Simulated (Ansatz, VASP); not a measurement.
# SrCl2: VASP beside Ansatz

Wanted: the spread between two codes on one cell, functional and k mesh. The cell is taken from a series of runs on this material, whose earlier steps may have relaxed, scaled, displaced or heated it; both programs get it as it stands.

Program: Ansatz 0.2.0. Level of theory: plane waves, with VASP 6.6.1 beside it; relaxation of cell and atoms at PBE and zone-centre phonons at PBE. Results are calculated unless marked as measured.

## Step 1: The structure

The structure is cubic, space group Fm-3m (No. 225). The conventional cell has a = 7.038 Å, b = 7.038 Å, c = 7.038 Å, α = 90.00°, β = 90.00°, γ = 90.00°. Sr has 8 Cl at 3.05 Å nearest. Nearest to Cl lie 4 Sr at 3.05 Å. Farther neighbours and most contacts between anions are not listed.

As a file:

```cif
data_structure
_symmetry_space_group_name_H-M 'Fm-3m'
_symmetry_Int_Tables_number 225
_cell_length_a 7.0384
_cell_length_b 7.0384
_cell_length_c 7.0384
_cell_angle_alpha 90.000
_cell_angle_beta 90.000
_cell_angle_gamma 90.000
_cell_volume 348.68
loop_
_atom_site_label
_atom_site_type_symbol
_atom_site_symmetry_multiplicity
_atom_site_Wyckoff_symbol
_atom_site_fract_x
_atom_site_fract_y
_atom_site_fract_z
_atom_site_occupancy
Sr1 Sr 4 a 0.00000 0.00000 0.00000 1
Cl1 Cl 8 c 0.25000 0.75000 0.75000 1
```

## Step 2: VASP: relaxation of cell and atoms, PBE

The relaxed volume is the usual yardstick between codes: in a stiff, nearly cubic crystal its relative difference is about their pressure difference at one cell divided by the bulk modulus.

Lines of VASP's logs that name or quote its potential files are left out, and so is its time.

INCAR reads:

```
SYSTEM = SrCl2
PREC = Accurate
ENCUT = 500
EDIFF = 1E-07
NELM = 120
ISMEAR = 0
SIGMA = 0.01
LREAL = .FALSE.
ALGO = Normal
GGA = PE
NBANDS = 18
LORBIT = 11
LWAVE = .FALSE.
LCHARG = .FALSE.
ISIF = 3
IBRION = 2
NSW = 80
EDIFFG = -0.005
LASPH = .TRUE.
GGA_COMPAT = .FALSE.
NELMIN = 4
EFERMI = MIDGAP
KPAR = 2
```

POSCAR reads:

```
SrCl2
1.0
    0.0000000000      3.5192140000      3.5192140000
    3.5192140000      0.0000000000      3.5192140000
    3.5192140000      3.5192140000      0.0000000000
Sr Cl
1 2
Direct
    0.0000000000      0.0000000000      0.0000000000
    0.2500000000      0.2500000000      0.2500000000
    0.7500000000      0.7500000000      0.7500000000
```

KPOINTS reads:

```
Automatic mesh
0
Gamma
6 6 6
0 0 0
```

Potentials, in the order of the species: Sr_sv and Cl (PBE family, release 64).

The run is started by

```sh
$ mpirun -np 2 vasp_std
```

Numbers of over 12 decimals in the logs are rounded to 6 here.

Output:

```text
[banner, memory and clock lines left out]
running    2 mpi-ranks, on    1 nodes
 distrk:  each k-point on    1 cores,    2 groups
 distr:  one band on    1 cores,    1 groups

 POSCAR found type information on POSCAR SrCl
 POSCAR found :  2 types and       3 ions
 LDA part: xc-table for (Slater+PW92), standard interpolation
 POSCAR, INCAR and KPOINTS ok, starting setup
 FFT: planning ... GRIDC
 FFT: planning ... GRID_SOFT
 FFT: planning ... GRID
 WAVECAR not read
 entering main loop
       N       E                     dE             d eps       ncg     rms          rms(c)
DAV:   1     0.139564290769E+03    0.13956E+03   -0.11305E+04   576   0.116E+03
DAV:   2    -0.435298810071E+01   -0.14392E+03   -0.14046E+03   776   0.224E+02
DAV:   3    -0.128728859834E+02   -0.85199E+01   -0.85022E+01   800   0.563E+01
DAV:   4    -0.130757444071E+02   -0.20286E+00   -0.20270E+00   958   0.749E+00
DAV:   5    -0.130778747593E+02   -0.21304E-02   -0.21301E-02   820   0.661E-01    0.122E+01
DAV:   6    -0.127723948694E+02    0.30548E+00   -0.68288E-01   686   0.460E+00    0.793E+00
DAV:   7    -0.127812939846E+02   -0.88991E-02   -0.38265E-01   830   0.375E+00    0.214E+00
DAV:   8    -0.127883016905E+02   -0.70077E-02   -0.56060E-02   696   0.133E+00    0.357E-01
DAV:   9    -0.127896156021E+02   -0.13139E-02   -0.23405E-03   824   0.283E-01    0.129E-01
DAV:  10    -0.127909091253E+02   -0.12935E-02   -0.10285E-03   646   0.190E-01    0.352E-02
DAV:  11    -0.127910006421E+02   -0.91517E-04   -0.75711E-05   776   0.487E-02    0.410E-02
DAV:  12    -0.127910154010E+02   -0.14759E-04   -0.17258E-05   668   0.216E-02    0.370E-03
DAV:  13    -0.127910175915E+02   -0.21905E-05   -0.30383E-06   766   0.950E-03    0.473E-03
DAV:  14    -0.127910174544E+02    0.13709E-06   -0.56614E-07   642   0.456E-03    0.191E-03
DAV:  15    -0.127910175003E+02   -0.45890E-07   -0.13983E-08   730   0.862E-04
   1 F= -.12791018E+02 E0= -.12791018E+02  d E =-.127910E+02
 curvature:   0.00 expect dE= 0.000E+00 dE for cont linesearch  0.000E+00
 trial: gam= 0.00000 g(F)=  0.123E-50 g(S)=  0.140E-03 ort = 0.000E+00 (trialstep = 0.100E+01)
 search vector abs. value=  0.140E-03
 bond charge predicted
       N       E                     dE             d eps       ncg     rms          rms(c)
DAV:   1    -0.127920423755E+02   -0.10249E-02   -0.21268E-02   744   0.950E-01    0.214E-01
DAV:   2    -0.127912733352E+02    0.76904E-03   -0.19766E-03   698   0.252E-01    0.772E-02
DAV:   3    -0.127910989299E+02    0.17441E-03   -0.50347E-04  1002   0.125E-01    0.544E-02
DAV:   4    -0.127910947716E+02    0.41583E-05   -0.28154E-05  1062   0.284E-02    0.361E-02
DAV:   5    -0.127910939930E+02    0.77861E-06   -0.25715E-05  1074   0.236E-02    0.695E-03
DAV:   6    -0.127910934431E+02    0.54989E-06   -0.14397E-06   916   0.796E-03    0.173E-03
DAV:   7    -0.127910932719E+02    0.17123E-06   -0.19440E-07   650   0.219E-03    0.442E-04
DAV:   8    -0.127910931926E+02    0.79334E-07   -0.43895E-09   356   0.524E-04
   2 F= -.12791093E+02 E0= -.12791093E+02  d E =-.756923E-04
 trial-energy change:   -0.000076  1 .order   -0.000077   -0.000140   -0.000013
 step:   1.1050(harm=  1.1001)  dis= 0.00000  next Energy=   -12.791094 (dE=-0.764E-04)
 reached required accuracy - stopping structural energy minimisation
```

Parts of OUTCAR (step 2):

```text
ion  position               nearest neighbor table
   1  0.000  0.000  0.000-   3 3.05   3 3.05   3 3.05   2 3.05   3 3.05   2 3.05   2 3.05   2 3.05

  LATTYP: Found a face centered cubic cell.
 ALAT       =     7.0384280000

 Subroutine GETGRP returns: Found 48 space group operations
 (whereof 48 operations were pure point group operations)

The static configuration has the point symmetry O_h .

 Found     16 irreducible k-points:

   k-points           NKPTS =     16   k-points in BZ     NKDIM =     16   number of bands    NBANDS=     18

   dimension x,y,z NGX =    36 NGY =   36 NGZ =   36
   dimension x,y,z NGXF=    72 NGYF=   72 NGZF=   72

   ENCUT  =  500.0 eV  36.75 Ry    6.06 a.u.   9.07  9.07  9.07*2*pi/ulx,y,z

   NELECT =      24.0000    total number of electrons

 k-points in reciprocal lattice and weights: Automatic mesh
   0.00000000  0.00000000  0.00000000       0.005
   0.16666667  0.00000000  0.00000000       0.037
   0.33333333  0.00000000  0.00000000       0.037
   0.50000000  0.00000000  0.00000000       0.019
   0.16666667  0.16666667  0.00000000       0.028
   0.33333333  0.16666667  0.00000000       0.111
   0.50000000  0.16666667  0.00000000       0.111
  -0.33333333  0.16666667  0.00000000       0.111
  -0.16666667  0.16666667  0.00000000       0.056
[...]
-0.33333333  0.33333333  0.16666667       0.111
  -0.33333333  0.50000000  0.16666667       0.056

 average (electrostatic) potential at core
       1 -39.0472       2 -93.2729       3 -93.2729

 E-fermi :   2.5787

 k-point     1 :       0.0000    0.0000    0.0000
  band No.  band energies     occupation
    ...
      8      -2.0614      2.00000
      9      -2.0614      2.00000
     10      -0.3602      2.00000
     11      -0.3602      2.00000
     12      -0.3602      2.00000
     13       5.1917      0.00000
     14       6.0691      0.00000
     15       6.0691      0.00000
     16       8.9512      0.00000
     17       8.9512      0.00000
    ...

 k-point     2 :       0.1667    0.0000    0.0000
  band No.  band energies     occupation
    ...
      8      -1.9649      2.00000
      9      -1.8889      2.00000
     10      -0.6586      2.00000
     11      -0.5014      2.00000
     12      -0.5014      2.00000
     13       5.7719      0.00000
     14       6.2614      0.00000
     15       6.2614      0.00000
     16       7.9265      0.00000
     17       8.6113      0.00000
    ...

 k-point     3 :       0.3333    0.0000    0.0000
  band No.  band energies     occupation
    ...
      8      -1.7198      2.00000
      9      -1.5614      2.00000
     10      -1.1559      2.00000
     11      -0.8175      2.00000
     12      -0.8175      2.00000
     13       6.5614      0.00000
     14       6.5614      0.00000
     15       6.7193      0.00000
     16       7.8424      0.00000
     17       8.4332      0.00000
    ...

  Total        0.0049075      0.0049075      0.0049075      0.0000000      0.0000000      0.0000000
  in kB        0.0899659      0.0899659      0.0899659      0.0000000      0.0000000      0.0000000
  external PRESSURE =       0.0899659 kB  Pullay stress =       0.0000000 kB

  energy-cutoff  :      500.00
  volume of cell :       87.40
      direct lattice vectors                 reciprocal lattice vectors
    -0.000000000  3.522267084  3.522267084    -0.141954028  0.141954028  0.141954028
     3.522267084 -0.000000000  3.522267084     0.141954028 -0.141954028  0.141954028
     3.522267084  3.522267084 -0.000000000     0.141954028  0.141954028 -0.141954028

 POSITION                                       TOTAL-FORCE (eV/Angst)
 -----------------------------------------------------------------------------------
      0.00000      0.00000      0.00000         0.000000     -0.000000      0.000000
      1.76113      1.76113      1.76113         0.000000      0.000000      0.000000
      5.28340      5.28340      5.28340        -0.000000     -0.000000     -0.000000
 -----------------------------------------------------------------------------------
    total drift:                                0.000000      0.000000      0.000000

  FREE ENERGIE OF THE ION-ELECTRON SYSTEM (eV)
  ---------------------------------------------------
  free  energy   TOTEN  =       -12.7910931926 eV

  energy  without entropy=      -12.7910931926  energy(sigma->0) =      -12.79109319

 reached required accuracy - stopping structural energy minimisation

 total charge
# of ion       s       p       d       tot
------------------------------------------
    1        1.995   5.771   0.143   7.910
    2        1.592   3.579   0.000   5.171
    3        1.592   3.579   0.000   5.171
--------------------------------------------------
tot          5.179  12.929   0.143  18.252

[... 3 further parts left out ...]
```

CONTCAR:

```
SrCl2
   1.00000000000000
    -0.0000000000000000    3.5222670840901351    3.5222670840901351
     3.5222670840901351   -0.0000000000000000    3.5222670840901351
     3.5222670840901351    3.5222670840901351   -0.0000000000000000
  Sr              Cl
     1     2
Direct
     0.0000000000000000    0.0000000000000000    0.0000000000000000
     0.2500000000000000    0.2500000000000000    0.2500000000000000
     0.7500000000000000    0.7500000000000000    0.7500000000000000
```

## Step 3: Ansatz: relaxation of cell and atoms, PBE

Ansatz runs on its default PAW (the set named soft_2) files.

The same cell, functional and mesh now go to Ansatz, which takes its cutoff from its data sets.

input.yaml reads:

```yaml
crystal:
  lattice:
    - [0.0, 3.5192138371, 3.5192138371]
    - [3.5192138371, 0.0, 3.5192138371]
    - [3.5192138371, 3.5192138371, 0.0]
  atoms:
    - { symbol: Sr, position: [0.0, 0.0, 0.0] }
    - { symbol: Cl, position: [0.25, 0.25, 0.25] }
    - { symbol: Cl, position: [0.75, 0.75, 0.75] }
kpoints:
  mp_grid: { grid: [6, 6, 6] }
hamiltonian:
  xc: pbe
scf:
  occupations: { method: fixed }
output:
  forces: true
  stress: true
  eigenvalues: true
relax:
  adjacent_minimum: "off"
  f_tol: 0.001
  max_steps: 60
  cell: { stress_tol: 0.01 }
```

The run is started by

```sh
$ ansatz run input.yaml --threads 4 --pin off --max-ram 8192MiB --backend cpu --events-out ev --progress --plain --runs-dir out
```

Output:

```text
Engine: ansatz 0.2.0, aarch64-unknown-linux-gnu
Pseudopotentials: kind: paw
Pseudopotential: Sr, paw, valence charge 10, recommended cutoff 420 eV (normal), Sr.paw.azcp
Pseudopotential: Cl, paw, valence charge 7, recommended cutoff 420 eV (normal), Cl.paw.azcp
Functional definition: PBE
  parameter kappa = 0.804
  parameter beta = 0.066725
  exchange = pbe_x(kappa = kappa, mu = beta*pi^2/3)
  correlation = pbe_c(beta = beta)
Crystal: 3 atoms, lattice volume = 87.170 Å³
Basis set: ecut = 420 eV, 1687 PW (Γ), exchange–correlation on 72×72×72 points (8 copies of the dense FFT grid, shifted against one another)
Bands: 16, of which v1, the nominal top of the filled ones, is band 12 counted from 1 (11 counted from 0)
Symmetry: 48 space group operations
Space group: Fm-3m (ITA 225), of the structure as read, at distance tolerance 4.4e-5 Å
k-points: 16 of 216
Non-local potential: Sr, projectors of the file, l = 0: 3, l = 1: 2, l = 2: 2
Non-local potential: Cl, projectors of the file, l = 0: 2, l = 1: 2, l = 2: 2
PAW form: soft (Blöchl's): semilocal exchange-correlation on the pseudo side does not see the compensation charge
PAW one-centre angular grid: Sr, 110 points (default); XC on 64 Gauss nodes
PAW one-centre angular grid: Cl, 110 points (default); XC on 64 Gauss nodes
Initial density: superposition of atomic densities (neutral atoms: chi_scale 0, normalization atom), corrected by the library's trained network
Initial wavefunctions: pseudopotential atomic-orbital guess
Functional: x = pbe(κ = 0.804, μ = 0.219515), c = pbe(β = 0.066725)
SCF iter   1: F=—  HF=-5710.730795 eV  |F-HF|=—  |Δ(HF+E_count)|=         —  Δρ=3.61e-4  dr2=8.45e-5  ethr=1.77e-3  ⟨swp⟩=6.8  Hψ=1548  notcnv=0  defer=24
preconditioner: auto → none  [insulator: Δε(μ)=5.240 eV  Ē_g=14.011 eV  n_scr=14 (ndim 8)  ℏωp=18.7 eV  f_vac=0.095  ε∞_Penn≈2.8]
SCF iter   2: F=—  HF=-5710.731926 eV  |F-HF|=—  |Δ(HF+E_count)|=   1.13e-3  Δρ=1.98e-4  dr2=2.10e-5  ethr=3.52e-7  ⟨swp⟩=3.1  Hψ=779  notcnv=0  defer=30
SCF iter   3: F=—  HF=-5710.731946 eV  |F-HF|=—  |Δ(HF+E_count)|=   2.06e-5  Δρ=1.09e-4  dr2=3.62e-6  ethr=8.74e-8  ⟨swp⟩=2.0  Hψ=368  notcnv=0  defer=31
SCF iter   4: F=—  HF=-5710.731981 eV  |F-HF|=—  |Δ(HF+E_count)|=   3.46e-5  Δρ=2.56e-5  dr2=5.84e-7  ethr=1.51e-8  ⟨swp⟩=2.0  Hψ=460  notcnv=0  defer=32
SCF iter   5: F=—  HF=-5710.731981 eV  |F-HF|=—  |Δ(HF+E_count)|=   6.78e-8  Δρ=1.21e-5  dr2=1.22e-7  ethr=2.43e-9  ⟨swp⟩=2.9  Hψ=404  notcnv=0  defer=31
SCF iter   6: F=-5710.731981 eV  HF=-5710.731981 eV  |F-HF|=6.28e-9  |Δ(HF+E_count)|=   3.89e-9  Δρ=4.81e-6  dr2=1.84e-8  ethr=4.17e-10  ⟨swp⟩=10.1  Hψ=1557  notcnv=0
SCF 1 converged in 6 iterations: F = -5710.731981 eV  dr2 = 1.84e-8
  greatest PAW one-centre occupation: 0.986 electrons in one spin orbital (limit 2), on the Sr atom at site 0 (counted from 0), in its partial waves of l = 0
relax step   1: F+E_penalty+E_count = -5710.73198075 eV  Δ(F+E_penalty+E_count) = +0.000e0 eV  max|allowed force component| = 5.782e-19 eV/Å  Δτ_max = 0.0000 Å  P = +0.040 GPa  Ω = 87.170 Å³  (6 SCF iters, dr2 threshold 1.00e-7 eV, accepted)
[...]
relax step   2: F+E_penalty+E_count = -5710.73199224 eV  Δ(F+E_penalty+E_count) = -1.150e-5 eV  max|allowed force component| = 9.445e-18 eV/Å  Δτ_max = 0.0000 Å  P = +0.003 GPa  Ω = 87.264 Å³  energy of the carried Pulay correction = -1.098e-6 eV  (4 SCF iters, dr2 threshold 3.94e-9 eV, accepted)
[...]
relax step   3: F+E_penalty+E_count = -5710.73199347 eV  Δ(F+E_penalty+E_count) = -1.228e-6 eV  max|allowed force component| = 9.926e-18 eV/Å  Δτ_max = 0.0000 Å  P = +0.003 GPa  Ω = 87.264 Å³  stress off target by 3.26e-3 GPa  SCF on the basis re-selected at this cell (its energy is not comparable with the rows above)  (5 SCF iters)
basis re-selected at this cell: Δ(F+E_penalty+E_count) = -1.228e-6 eV, ΔP = +0.000 GPa vs the last step (what re-selecting the basis moved, of the pressure what is left beyond the Pulay correction that the steps carried, after the strain that the cell walked since its last selection, with what the two solves' SCF thresholds leave and, on support functions, any second-order correction that the steps lacked; it is no m [...]
SCF converged after 5 iterations
Free energy (F): -5710.731993 eV
Harris-Foulkes:  -5710.731993 eV  (|F-HF|=9.09e-13)
Internal energy: -5710.731993 eV  (E = F + TS)
E sigma→0 (E₀):  -5710.731993 eV
Fermi energy:    2.841901 eV
--- Per-component energies (eV) ---
  E_band       = -152.984742
  E_kinetic    = 567.701552
  E_local      = -1198.652088  (includes V_loc(G=0)·N_el)
  E_nonlocal   = 258.720315
  E_hartree    = 330.660285
  E_xc         = -388.731320
  E_vxc        = -407.549377  (∫ρ·V_xc dr)
  E_paw        = -4013.334010  (= ΣΔE_a)
  E_vpaw       = -34.525900  (= ΣTr[D̂ρ^β])
  E_aug_tail   = 0.000179  (compensation charges beyond the density's cutoff)
  E_ewald      = -1267.096907
  E_smearing   = -0.000000  (= −TS)
  E_closure    = -0.000000  (closes the sum)
  Σ components = -5710.731993   (vs F -5710.731993, Δ=0.00e0)
--- Forces (eV/Å), atoms counted from 1 ---
  atom   1  Sr    -0.00000000     0.00000000    -0.00000000
  atom   2  Cl    -0.00000000    -0.00000000     0.00000000
  atom   3  Cl     0.00000000     0.00000000    -0.00000000
  max |Σ_I F_I| component: 2.31e-18 eV/Å
--- Stress (GPa, compression-positive) ---
        0.003263      -0.000000      -0.000000
       -0.000000       0.003263      -0.000000
       -0.000000      -0.000000       0.003263
  P = ⅓ Tr σ = 0.0033 GPa (0.033 kbar)
--- Band table (eV; the first three rows and the last of 16) ---
  k-point 0: bands = [... 8 lower, 0.8172, 2.5182, 2.5182, 2.5182, 8.0784, 8.9515, 8.9515, 11.7690]
  k-point 1: bands = [... 8 lower, 0.9894, 2.2199, 2.3772, 2.3772, 8.6592, 9.1455, 9.1455, 10.7875]
  k-point 2: bands = [... 8 lower, 1.3166, 1.7225, 2.0613, 2.0613, 9.4504, 9.4504, 9.6033, 10.7190]
  k-point 15: bands = [... 8 lower, 1.3444, 2.0512, 2.5225, 2.7755, 8.8060, 9.8828, 10.0562, 10.1967]
--- Relaxed structure (2 steps of the walk, 2 accepted, 1 SCFs on fresh bases) ---
  F+E_penalty+E_count = -5710.73199347 eV   max|allowed force component| = 9.926e-18 eV/Å   (the final SCF, on the basis selected at the relaxed cell)
  cell:  # Å, volume = 87.2641 Å³
    - [0.0, 3.520480, 3.520480]
    - [3.520480, 0, 3.520480]
    - [3.520480, 3.520480, 0]
  atoms:
    - { symbol: Sr, position: [0, 0, 0] }
    - { symbol: Cl, position: [0.25, 0.25, 0.25] }
    - { symbol: Cl, position: [0.75, 0.75, 0.75] }
```

## Step 4: Differences

Known differences besides the potentials themselves: fixed occupations in Ansatz, narrow Gaussian smearing in VASP; the cutoff is 420 eV in Ansatz and 500 eV in VASP; Ansatz adds a Pulay correction to the stress that steers its cell, VASP none. Total energies have different zeros and are not compared.

The two programs side by side:

| quantity | Ansatz | VASP | difference |
| --- | --- | --- | --- |
| volume (Å³) | 87.26 | 87.40 | -0.15 % |
| edge a after relaxation, in the typed setting (Å) | 4.979 | 4.981 | -0.05 % |

(Continued in part 2 of 2.)

[Lines on the potential files, build, host, timing and source positions are cut from VASP's logs without a mark.]

[Logs are printed without paths, hosts, clocks, repeated set-up lines and the standing remarks that a program may print on its own settings, such as how far it seeks lower states.]

[Hosts, paths, dates, database ids (printed as entryN), source tags and the programs' standing remarks are cut or masked in the printed files.]
